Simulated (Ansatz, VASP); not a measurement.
# Al5Co2 (Al5Co2 (P6_3/mmc)): VASP beside Ansatz, part 3 of 3

Wanted: the spread between two codes on one cell, functional and k mesh. Of the first pair: The structure shown is the start of the Ansatz relaxation below; VASP solves that cell, so the two are compared at the walk's first step.

VASP 6.6.1 and Ansatz 0.2.0.

So far. Step 4 (Comparison): The forces differ by 5.5 meV/Å r.m.s., which is 16.8 % of the r.m.s. force of 0.033 eV/Å (both taken over all components).

## 5. Ansatz: relaxation, PBEsol

Level of this step: Ansatz beside VASP: Kohn-Sham DFT, plane waves, PBEsol (Ansatz).

This run makes the geometry at which the two programs are then compared. The cell compared in this pair holds 377.13 Å³, against 376.33 Å³ for the pair before.

The structure compared here is the end of the Ansatz relaxation.

The input, input.yaml:

```yaml
crystal:
  lattice:
    - [7.6047406, 0.0, 0.0]
    - [-3.8023703, 6.5858985, 0.0]
    - [0.0, 0.0, 7.5139844]
  atoms:
    - { symbol: Al, position: [0.0, 0.0, 0.0] }
    - { symbol: Al, position: [0.0, 0.0, 0.5] }
    - { symbol: Al, position: [0.46812756, 0.93625511, 0.25] }
    - { symbol: Al, position: [0.53187244, 0.46812756, 0.75] }
    - { symbol: Al, position: [0.93625511, 0.46812756, 0.75] }
    - { symbol: Al, position: [0.06374489, 0.53187244, 0.25] }
    - { symbol: Al, position: [0.46812756, 0.53187244, 0.25] }
    - { symbol: Al, position: [0.53187244, 0.06374489, 0.75] }
    - { symbol: Al, position: [0.19395946, 0.38791892, 0.93916405] }
    - { symbol: Al, position: [0.80604054, 0.19395946, 0.43916405] }
    - { symbol: Al, position: [0.38791892, 0.19395946, 0.43916405] }
    - { symbol: Al, position: [0.61208108, 0.80604054, 0.93916405] }
    - { symbol: Al, position: [0.19395946, 0.80604054, 0.93916405] }
    - { symbol: Al, position: [0.80604054, 0.61208108, 0.06083595] }
    - { symbol: Al, position: [0.80604054, 0.19395946, 0.06083595] }
    - { symbol: Al, position: [0.80604054, 0.61208108, 0.43916405] }
    - { symbol: Al, position: [0.38791892, 0.19395946, 0.06083595] }
    - { symbol: Al, position: [0.61208108, 0.80604054, 0.56083595] }
    - { symbol: Al, position: [0.19395946, 0.38791892, 0.56083595] }
    - { symbol: Al, position: [0.19395946, 0.80604054, 0.56083595] }
    - { symbol: Co, position: [0.33333333, 0.66666667, 0.75] }
    - { symbol: Co, position: [0.66666667, 0.33333333, 0.25] }
    - { symbol: Co, position: [0.12698802, 0.25397604, 0.25] }
    - { symbol: Co, position: [0.87301198, 0.12698802, 0.75] }
    - { symbol: Co, position: [0.25397604, 0.12698802, 0.75] }
    - { symbol: Co, position: [0.74602396, 0.87301198, 0.25] }
    - { symbol: Co, position: [0.12698802, 0.87301198, 0.25] }
    - { symbol: Co, position: [0.87301198, 0.74602396, 0.75] }
basis:
  ecutwfc: 420
  xc_grid: 2
hamiltonian:
  xc: pbesol
  pseudopotentials: { kind: paw, azcp: { folder: soft_1 }, xc_functional: pbe }
kpoints:
  mp_grid: { grid: [6, 6, 5] }
scf:
  occupations: { method: fermi_dirac, width: 0.05 }
  max_iter: 150
output:
  forces: true
  stress: true
relax:
  f_tol: 0.01
  max_steps: 60
  cell: {}
checkpoint:
  write: "../pbesol.run"
  compress: false
  write_wavefunctions: false
  write_every: 100000
```

Command:

```bash
ansatz run input.yaml --threads 4 --pin off --max-ram 6594MiB --backend cpu --events-out ev --progress --plain --runs-dir out
```

Numbers of over 12 decimals in the logs are rounded to 6 here.

The log of the run:

```text
[...]
Crystal: 28 atoms, lattice volume = 376.331 Å³
Basis set: ecut = 420 eV, 7363 PW (Γ), exchange–correlation on 108×108×108 points (8 copies of the dense FFT grid, shifted against one another)
Bands: 126, of which v1, the nominal top of the filled ones, is band 98 counted from 1 (97 counted from 0)
Symmetry: 24 space group operations
[...]
k-points: 21 of 180
[...]
- { symbol: Co, position: [0.333333, 0.666667, 0.750000] }
    - { symbol: Co, position: [0.666667, 0.333333, 0.25] }
    - { symbol: Co, position: [0.126860, 0.253721, 0.25] }
    - { symbol: Co, position: [0.873140, 0.126860, 0.750000] }
    - { symbol: Co, position: [0.253721, 0.126860, 0.750000] }
    - { symbol: Co, position: [0.746279, 0.873140, 0.25] }
    - { symbol: Co, position: [0.126860, 0.873140, 0.25] }
    - { symbol: Co, position: [0.873140, 0.746279, 0.750000] }
[key lines of the parts left out:]
SCF converged after 8 iterations
Free energy (F): -51248.024863 eV
Fermi energy:    11.077347 eV
P = ⅓ Tr σ = -0.0084 GPa (-0.084 kbar)
```

## 6. VASP: single point, PBEsol, relaxed cell, pair 2

The same cell, functional, mesh and smearing now go to VASP, with its own data sets.

The input, INCAR:

```
SYSTEM = Al5Co2
PREC = Accurate
ENCUT = 600
EDIFF = 1E-06
NELM = 120
ISMEAR = -1
SIGMA = 0.05
LREAL = .FALSE.
ALGO = Normal
GGA = PS
NBANDS = 88
LASPH = .TRUE.
LORBIT = 11
LWAVE = .FALSE.
LCHARG = .FALSE.
ISIF = 2
GGA_COMPAT = .FALSE.
KPAR = 4
```

The input, POSCAR:

```
Al5Co2
1.0
    7.6096118284      0.0000000000      0.0000000000
   -3.8048059142      6.5901171564      0.0000000000
    0.0000000000      0.0000000000      7.5202259129
Al Co
20 8
Direct
    0.0000000001      0.0000000001      0.0000000000
    0.0000000001      0.0000000001      0.5000000000
    0.4674982589      0.9349965177      0.2500000000
    0.5325017413      0.4674982589      0.7500000000
    0.9349965177      0.4674982589      0.7500000000
    0.0650034825      0.5325017413      0.2500000000
    0.4674982589      0.5325017413      0.2500000000
    0.5325017413      0.0650034825      0.7500000000
    0.1942394459      0.3884788917      0.9394853658
    0.8057605543      0.1942394459      0.4394853658
    0.3884788917      0.1942394459      0.4394853658
    0.6115211085      0.8057605543      0.9394853658
    0.1942394459      0.8057605543      0.9394853658
    0.8057605543      0.6115211085      0.0605146342
    0.8057605543      0.1942394459      0.0605146342
    0.8057605543      0.6115211085      0.4394853658
    0.3884788917      0.1942394459      0.0605146342
    0.6115211085      0.8057605543      0.5605146342
    0.1942394459      0.3884788917      0.5605146342
    0.1942394459      0.8057605543      0.5605146342
    0.3333333334      0.6666666668      0.7500000000
    0.6666666668      0.3333333334      0.2500000000
    0.1268602507      0.2537205013      0.2500000000
    0.8731397495      0.1268602507      0.7500000000
    0.2537205013      0.1268602507      0.7500000000
    0.7462794989      0.8731397495      0.2500000000
    0.1268602507      0.8731397495      0.2500000000
    0.8731397495      0.7462794989      0.7500000000
```

The input, KPOINTS:

```
Automatic mesh
0
Gamma
6 6 5
0 0 0
```

The projector-augmented-wave data sets are Al and Co (PBE family, release 64).

Command:

```bash
mpirun -np 4 vasp_std
```

The log of the run:

```text
[banner, memory and clock lines left out]
running    4 mpi-ranks, on    1 nodes
[...]
[... a notice as in an earlier step ...]

 [... a notice as in an earlier step ...]

 LDA part: xc-table for (Slater+PW92), standard interpolation
 POSCAR, INCAR and KPOINTS ok, starting setup
[...]
entering main loop
       N       E                     dE             d eps       ncg     rms          rms(c)
DAV:   1     0.876257455426E+03    0.87626E+03   -0.54745E+04  3696   0.161E+03
DAV:   2    -0.781551961179E+02   -0.95441E+03   -0.91498E+03  3696   0.364E+02
DAV:   3    -0.167379765576E+03   -0.89225E+02   -0.80949E+02  4088   0.126E+02
DAV:   4    -0.172564935559E+03   -0.51852E+01   -0.50623E+01  4720   0.281E+01
[...]
DAV:  17    -0.156915097363E+03    0.37268E-04   -0.80104E-05  5728   0.542E-02    0.218E-02
DAV:  18    -0.156915094682E+03    0.26814E-05   -0.17872E-05  5288   0.268E-02    0.905E-03
DAV:  19    -0.156915095000E+03   -0.31802E-06   -0.27810E-06  3128   0.157E-02
   1 F= -.15691509E+03 E0= -.15689828E+03  d E =-.336356E-01
```

Parts of OUTCAR (step 6):

```text
  Total        0.2484680      0.2484680      0.1814259      0.0000000      0.0000000      0.0000000
  in kB        1.0555883      1.0555883      0.7707676      0.0000000      0.0000000      0.0000000
  external PRESSURE =       0.9606481 kB  Pullay stress =       0.0000000 kB

 POSITION                                       TOTAL-FORCE (eV/Angst)
 -----------------------------------------------------------------------------------
      0.00000      0.00000      0.00000         0.000000     -0.000000     -0.000000
      0.00000      0.00000      3.76011         0.000000     -0.000000     -0.000000
      0.00000      6.16174      1.88006        -0.000000     -0.013080     -0.000000
      2.27339      3.08087      5.64017         0.011328     -0.006540     -0.000000
      5.33622      3.08087      5.64017        -0.011328     -0.006540     -0.000000
     -1.53141      3.50925      1.88006         0.011328      0.006540     -0.000000
      1.53141      3.50925      1.88006        -0.011328      0.006540     -0.000000
      3.80481      0.42838      5.64017         0.000000      0.013080     -0.000000
      0.00000      2.56012      7.06514         0.000000      0.008570      0.007214
      5.39248      1.28006      3.30503        -0.007422      0.004285      0.007214
      2.21713      1.28006      3.30503         0.007422      0.004285      0.007214
      1.58768      5.31006      7.06514        -0.007422     -0.004285      0.007214
     -1.58768      5.31006      7.06514         0.007422     -0.004285      0.007214
      3.80481      4.03000      0.45508        -0.000000     -0.008570     -0.007214
[...]
-----------------------------------------------------------------------------------
    total drift:                                0.000000      0.000000     -0.000000

  FREE ENERGIE OF THE ION-ELECTRON SYSTEM (eV)
  ---------------------------------------------------
  free  energy   TOTEN  =      -156.9150949998 eV

  energy  without entropy=     -156.8814593778  energy(sigma->0) =     -156.89827719

[... 1 part as in an earlier step ...]

[... 2 further parts left out ...]
[key lines of the parts left out:]
E-fermi :   9.2024
```

The run ends at a pressure of 0.10 GPa, with forces up to 0.013 eV/Å.

## 7. Side by side

What differs besides the data sets and the points named for the pairs above, as far as they apply: the data sets hold 196 valence electrons in Ansatz (on its PAW soft_1 files) and 132 in VASP; the cutoff is 420 eV in Ansatz and 600 eV in VASP; Ansatz's pressure holds a Pulay correction, VASP's none. Total energies have different zeros and are not compared.

Both answers:

```
      quantity  Ansatz  VASP  difference
pressure (GPa)   -0.01  0.10       -0.10
```

At this near-relaxed geometry the largest component of a force difference is 13 meV/Å.

## 8. What came out

```yaml
r_m_s_force_difference_single_point_pbesol_start_cell_pair_1: 5.5 meV/Å
difference_in_pressure_single_point_pbesol_relaxed_cell_pair_2: -0.10 GPa
```

The r.m.s. force difference is 5.5 meV/Å (single point, PBEsol, start cell, pair 1), within the 12 meV/Å picked in this series as the mark of a large difference. The data sets hold unlike numbers of valence electrons (196 in Ansatz and 132 in VASP), so part of the differences comes from the potentials. How closely two codes agree says nothing of how well the functional describes the real material.

[Lines on the potential files, build, host, timing and source positions are cut from VASP's logs without a mark.]

[Logs are printed without paths, hosts, clocks, repeated set-up lines and the standing remarks that a program may print on its own settings, such as how far it seeks lower states.]

[Hosts, paths, dates, database ids (printed as entryN), source tags and the programs' standing remarks are cut or masked in the printed files.]
